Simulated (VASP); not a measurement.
# GW-BSE spectrum of CaO (Lime), part 2 of 3

Wanted: the lowest vertical excitons of CaO (Lime) and its absorption. The cell is of the rock-salt type, one of the forms listed for this formula. The start is a cell from a database of measured crystal structures.

VASP 6.6.1, plane waves and PAW; the level of theory is named at each step.

So far. Step 2 (Ground state): The cell has a gap of 3.65 eV on mesh and path. Step 3 (Empty bands): WAVECAR now holds 64 bands for 16 electrons. Its independent-particle dielectric tensor has xx, yy, zz = 3.9, 3.9, 3.9 on this mesh, which isn't tested for convergence in mesh or bands and lacks local fields.

## (4) G0W0

This step: G0W0 on PBE; plane waves and PAW (Ca_sv_GW, O_GW) (VASP 6.6.1).

G0W0 keeps orbitals and screening fixed and shifts each of the lowest NBANDSGW levels once. LWAVE keeps the quasiparticle levels in WAVECAR, and the W files hold the screened interaction for the next step.

The input, INCAR:

```
SYSTEM = CaO
PREC = Accurate
ENCUT = 440
ISMEAR = 0
SIGMA = 0.01
LREAL = .FALSE.
GGA = PE
NBANDS = 64
ALGO = EVGW0
NELMGW = 1
ENCUTGW = 100
NOMEGA = 48
PRECFOCK = Fast
NBANDSGW = 16
LWAVE = .TRUE.
LCHARG = .FALSE.
```

The input, POSCAR:

```
CaO
1.0
    0.0000000000      2.4065000000      2.4065000000
    2.4065000000      0.0000000000      2.4065000000
    2.4065000000      2.4065000000      0.0000000000
Ca O
1 1
Direct
    0.0000000000      0.0000000000      0.0000000000
    0.5000000000      0.5000000000      0.5000000000
```

The input, KPOINTS:

```
Automatic mesh
0
Gamma
8 8 8
0 0 0
```

Potentials, in the order of the species: Ca_sv_GW and O_GW (PBE family, release 64).

Started as:

```
$ mpirun -np 8 vasp_std
```

What it wrote:

```text
[banner, memory and clock lines left out]
running    8 mpi-ranks, on    1 nodes
 distrk:  each k-point on    8 cores,    1 groups
 distr:  one band on    1 cores,    8 groups

 POSCAR found type information on POSCAR CaO
 POSCAR found :  2 types and       2 ions
 [... a notice as in an earlier step ...]

|                                                                             |
|           W    W    AA    RRRRR   N    N  II  N    N   GGGG   !!!           |
|           W    W   A  A   R    R  NN   N  II  NN   N  G    G  !!!           |
|           W    W  A    A  R    R  N N  N  II  N N  N  G       !!!           |
|           W WW W  AAAAAA  RRRRR   N  N N  II  N  N N  G  GGG   !            |
|           WW  WW  A    A  R   R   N   NN  II  N   NN  G    G                |
|           W    W  A    A  R    R  N    N  II  N    N   GGGG   !!!           |
|                                                                             |
|     The default for ENCUTGWSOFT is different in this version of VASP.       |
|     please manually set ENCUTGWSOFT =100 in the INCAR file.                 |
|                                                                             |

 LDA part: xc-table for (Slater+PW92), standard interpolation
 found WAVECAR, reading the header
 POSCAR, INCAR and KPOINTS ok, starting setup
 FFT: planning ... GRIDC
 FFT: planning ... GRID_SOFT
 FFT: planning ... GRID
 reading WAVECAR
 the WAVECAR file was read successfully
 initial charge from wavefunction
 available memory per node:     72.23 GB, setting MAXMEM to     73962

 The Fermi energy was updated, please check that it is located mid-gap
 values below the HOMO (VB) or above the LUMO (CB) will cause erroneous energies
 E-fermi :   6.4158

 calculate exact exchange contribution
 the WAVEDER file was read successfully
energies w=
    0.000    0.000    1.313    0.000    2.620    0.000    3.917    0.000
    5.199    0.000    6.463    0.000    7.707    0.000    8.929    0.000
   10.128    0.000   11.305    0.000   12.461    0.000   13.598    0.000
   14.719    0.000   15.827    0.000   16.924    0.000   18.015    0.000
   19.103    0.000   20.193    0.000   21.290    0.000   22.399    0.000
   23.524    0.000   24.673    0.000   25.850    0.000   27.065    0.000
   28.325    0.000   29.639    0.000   31.019    0.000   32.477    0.000
   34.028    0.000   35.689    0.000   37.483    0.000   39.435    0.000
   41.578    0.000   43.953    0.000   46.610    0.000   49.617    0.000
   53.060    0.000   57.055    0.000   61.764    0.000   67.407    0.000
   74.312    0.000   82.962    0.000   94.124    0.000  109.075    0.000
  130.117    0.000  161.858    0.000  215.072    0.000  322.209    0.000
 responsefunction array rank=      72
 LDA part: xc-table for (Slater+PW92), standard interpolation

 min. memory requirement per mpi rank    233.0 MB, per node   1863.8 MB

 allocating   6 responsefunctions rank=    72
 shmem allocating  48 responsefunctions rank=    72
 response function shared by NCSHMEM nodes    1
 Doing            6  frequencies on each core in blocks of           48
NQ=   1    0.0000    0.0000    0.0000,
|.........|.........|.........|.........|.........|.........|.........|.........
 performed        518000 updates of chi_q(r,r)
 total number of BLAS operations         14.43 Gflops
NQ=   2    0.1250    0.0000    0.0000,
|.........|.........|.........|.........|.........|.........|.........|.........
 performed       1402000 updates of chi_q(r,r)
 total number of BLAS operations         41.64 Gflops
NQ=   3    0.2500    0.0000    0.0000,
|.........|.........|.........|.........|.........|.........|.........|.........
 performed       2286000 updates of chi_q(r,r)
 total number of BLAS operations         68.84 Gflops
NQ=   4    0.3750    0.0000    0.0000,
|.........|.........|.........|.........|.........|.........|.........|.........
 performed       3170000 updates of chi_q(r,r)
 total number of BLAS operations         97.84 Gflops
NQ=   5    0.5000    0.0000    0.0000,
|.........|.........|.........|.........|.........|.........|.........|.........
 performed       3849000 updates of chi_q(r,r)
 total number of BLAS operations        124.49 Gflops
NQ=   6    0.1250    0.1250    0.0000,
|.........|.........|.........|.........|.........|.........|.........|.........
 performed       4641000 updates of chi_q(r,r)
 total number of BLAS operations        147.31 Gflops
NQ=   7    0.2500    0.1250    0.0000,
|.........|.........|.........|.........|.........|.........|.........|.........
 performed       5943000 updates of chi_q(r,r)
 total number of BLAS operations        187.37 Gflops
NQ=   8    0.3750    0.1250    0.0000,
|.........|.........|.........|.........|.........|.........|.........|.........
 performed       7245000 updates of chi_q(r,r)
 total number of BLAS operations        235.55 Gflops
NQ=   9    0.5000    0.1250    0.0000,
|.........|.........|.........|.........|.........|.........|.........|.........
 performed       8547000 updates of chi_q(r,r)
 total number of BLAS operations        279.58 Gflops
NQ=  10   -0.3750    0.1250    0.0000,
|.........|.........|.........|.........|.........|.........|.........|.........
 performed       9849000 updates of chi_q(r,r)
 total number of BLAS operations        322.26 Gflops
NQ=  11   -0.2500    0.1250    0.0000,
|.........|.........|.........|.........|.........|.........|.........|.........
 performed      11151000 updates of chi_q(r,r)
 total number of BLAS operations        363.62 Gflops
NQ=  12   -0.1250    0.1250    0.0000,
|.........|.........|.........|.........|.........|.........|.........|.........
 performed      12179000 updates of chi_q(r,r)
 total number of BLAS operations        394.22 Gflops
NQ=  13    0.2500    0.2500    0.0000,
|.........|.........|.........|.........|.........|.........|.........|.........
 performed      12971000 updates of chi_q(r,r)
 total number of BLAS operations        417.05 Gflops
NQ=  14    0.3750    0.2500    0.0000,
|.........|.........|.........|.........|.........|.........|.........|.........
 performed      14273000 updates of chi_q(r,r)
 total number of BLAS operations        459.73 Gflops
NQ=  15    0.5000    0.2500    0.0000,
|.........|.........|.........|.........|.........|.........|.........|.........
 performed      15575000 updates of chi_q(r,r)
 total number of BLAS operations        501.09 Gflops
NQ=  16   -0.3750    0.2500    0.0000,
|.........|.........|.........|.........|.........|.........|.........|.........
 performed      16877000 updates of chi_q(r,r)
 total number of BLAS operations        542.45 Gflops
NQ=  17   -0.2500    0.2500    0.0000,
|.........|.........|.........|.........|.........|.........|.........|.........
 performed      17905000 updates of chi_q(r,r)
 total number of BLAS operations        571.08 Gflops
NQ=  18    0.3750    0.3750    0.0000,
|.........|.........|.........|.........|.........|.........|.........|.........
 performed      18697000 updates of chi_q(r,r)
 total number of BLAS operations        597.05 Gflops
NQ=  19    0.5000    0.3750    0.0000,
|.........|.........|.........|.........|.........|.........|.........|.........
 performed      19999000 updates of chi_q(r,r)
 total number of BLAS operations        638.40 Gflops
NQ=  20   -0.3750    0.3750    0.0000,
|.........|.........|.........|.........|.........|.........|.........|.........
 performed      21027000 updates of chi_q(r,r)
 total number of BLAS operations        675.33 Gflops
NQ=  21    0.5000    0.5000    0.0000,
|.........|.........|.........|.........|.........|.........|.........|.........
 performed      21659000 updates of chi_q(r,r)
 total number of BLAS operations        696.06 Gflops
NQ=  22    0.3750    0.2500    0.1250,
|.........|.........|.........|.........|.........|.........|.........|.........
 performed      22973000 updates of chi_q(r,r)
 total number of BLAS operations        739.15 Gflops
NQ=  23    0.5000    0.2500    0.1250,
|.........|.........|.........|.........|.........|.........|.........|.........
 performed      24480000 updates of chi_q(r,r)
 total number of BLAS operations        788.54 Gflops
NQ=  24   -0.3750    0.2500    0.1250,
|.........|.........|.........|.........|.........|.........|.........|.........
 performed      25676000 updates of chi_q(r,r)
 total number of BLAS operations        825.32 Gflops
NQ=  25    0.5000    0.3750    0.1250,
|.........|.........|.........|.........|.........|.........|.........|.........
 performed      26990000 updates of chi_q(r,r)
 total number of BLAS operations        865.75 Gflops
NQ=  26   -0.3750    0.3750    0.1250,
|.........|.........|.........|.........|.........|.........|.........|.........
 performed      28497000 updates of chi_q(r,r)
 total number of BLAS operations        912.11 Gflops
NQ=  27   -0.2500    0.3750    0.1250,
|.........|.........|.........|.........|.........|.........|.........|.........
 performed      29680000 updates of chi_q(r,r)
 total number of BLAS operations        952.12 Gflops
NQ=  28   -0.3750    0.5000    0.1250,
|.........|.........|.........|.........|.........|.........|.........|.........
 performed      30708000 updates of chi_q(r,r)
 total number of BLAS operations        983.73 Gflops
NQ=  29   -0.2500    0.5000    0.2500,
|.........|.........|.........|.........|.........|.........|.........|.........
 performed      31502000 updates of chi_q(r,r)
 total number of BLAS operations       1013.13 Gflops
 resolving degeneracies of screened two electron integrals

 calculate QP shifts <psi_nk| G(iteration)W_0 |psi_nk>: iteration 1
 writing wavefunctions
 entering main loop
```

It took 2.8 min on 8 MPI ranks of Intel Xeon Platinum 8259CL at 2.50GHz (Skylake/Cascade Lake), shared host; peak memory 2.2 GiB.

Parts of OUTCAR (step 4):

```text
The static configuration has the point symmetry O_h .

 Found     29 irreducible k-points:

   k-points           NKPTS =     29   k-points in BZ     NKDIM =    512   number of bands    NBANDS=     64

   NELECT =      16.0000    total number of electrons

 E-fermi :   6.4158

 QP shifts <psi_nk| G(iteration)W_0 |psi_nk>: iteration 1
 for sc-GW calculations column KS-energies equals QP-energies in previous step
 and V_xc(KS)=  KS-energies - (<T + V_ion + V_H > + <T+V_H+V_ion>^1  + <V_x>^1)
 k-point   1 :       0.0000    0.0000    0.0000
  band No.  KS-energies  QP-energies   sigma(KS)   V_xc(KS)     V^pw_x(r,r')   Z            occupation Imag(sigma)
    ...
      5     -10.9242     -12.6698     -21.8249     -19.2075     -30.6791       0.6669       2.0000       0.9886
      6       4.5890       3.8798     -20.0929     -19.1471     -24.4031       0.7498       2.0000       0.2110
      7       4.5890       3.8798     -20.0929     -19.1471     -24.4031       0.7498       2.0000       0.2110
      8       4.5890       3.8798     -20.0929     -19.1471     -24.4031       0.7498       2.0000       0.2110
      9       9.2864       9.9756      -9.9591     -10.7926      -6.2439       0.8269       0.0000      -0.1322
     10      10.8150      12.8979     -11.0220     -13.6182      -6.5784       0.8023       0.0000      -0.1819
     11      10.8150      12.8979     -11.0220     -13.6182      -6.5784       0.8023       0.0000      -0.1819
     12      10.8150      12.8979     -11.0220     -13.6182      -6.5784       0.8023       0.0000      -0.1819
    ...

 k-point   2 :       0.1250    0.0000    0.0000
  band No.  KS-energies  QP-energies   sigma(KS)   V_xc(KS)     V^pw_x(r,r')   Z            occupation Imag(sigma)
    ...
      5     -10.7101     -12.4812     -22.1405     -19.5155     -30.7119       0.6747       2.0000       0.9366
      6       4.0588       3.2491     -19.1031     -18.0231     -23.2440       0.7497       2.0000       0.2183
      7       4.3809       3.6567     -19.8006     -18.8343     -24.0804       0.7495       2.0000       0.2154
      8       4.3809       3.6567     -19.8006     -18.8343     -24.0804       0.7495       2.0000       0.2154
      9       9.9652      10.7564     -10.5816     -11.5486      -6.9316       0.8182       0.0000      -0.1369
     10      10.7737      12.7658     -11.1168     -13.6023      -6.7761       0.8015       0.0000      -0.1806
     11      11.0762      13.2163     -11.1939     -13.8642      -6.7036       0.8014       0.0000      -0.1893
     12      11.0762      13.2163     -11.1939     -13.8642      -6.7036       0.8014       0.0000      -0.1893
    ...

 k-point   3 :       0.2500    0.0000    0.0000
  band No.  KS-energies  QP-energies   sigma(KS)   V_xc(KS)     V^pw_x(r,r')   Z            occupation Imag(sigma)
    ...
      5     -10.2720     -12.0773     -22.6777     -20.0496     -30.8386       0.6869       2.0000       0.8569
      6       3.0681       2.0959     -17.8494     -16.5463     -21.9563       0.7461       2.0000       0.2522
      7       3.9379       3.1744     -19.2757     -18.2534     -23.5383       0.7468       2.0000       0.2278
      8       3.9379       3.1744     -19.2757     -18.2534     -23.5383       0.7468       2.0000       0.2278
      9      10.8360      12.6185     -10.8459     -13.0696      -6.5664       0.8016       0.0000      -0.1812
     10      11.4168      12.4598     -11.6189     -12.9217      -7.8876       0.8006       0.0000      -0.1648
     11      11.7626      14.0553     -11.6623     -14.5501      -7.0333       0.7939       0.0000      -0.2119
     12      11.7626      14.0553     -11.6623     -14.5501      -7.0333       0.7939       0.0000      -0.2119
    ...

[... 7 parts as in an earlier step ...]

[... 5 further parts left out ...]
```

Numbers from this step:

- quasiparticle gap on the mesh: 5.76 eV
- smallest direct quasiparticle gap on the mesh: 6.096 eV
- gap of the starting orbitals on the mesh: 3.654 eV

GW takes the gap from 3.654 to 5.760 eV. The value holds for 64 bands, ENCUTGW = 100 eV and this mesh, and isn't shown to be converged in them.

(Continued in part 3 of 3.)

[Lines on the potential files, build, host, timing and source positions are cut from VASP's logs without a mark.]

[Logs are printed without paths, hosts, clocks, repeated set-up lines and the standing remarks that a program may print on its own settings, such as how far it seeks lower states.]

[Hosts, paths, dates, database ids (printed as entryN), source tags and the programs' standing remarks are cut or masked in the printed files.]

[Pressures printed for these runs are not shown converged in the cutoff: they can be off by several GPa and have the wrong sign.]
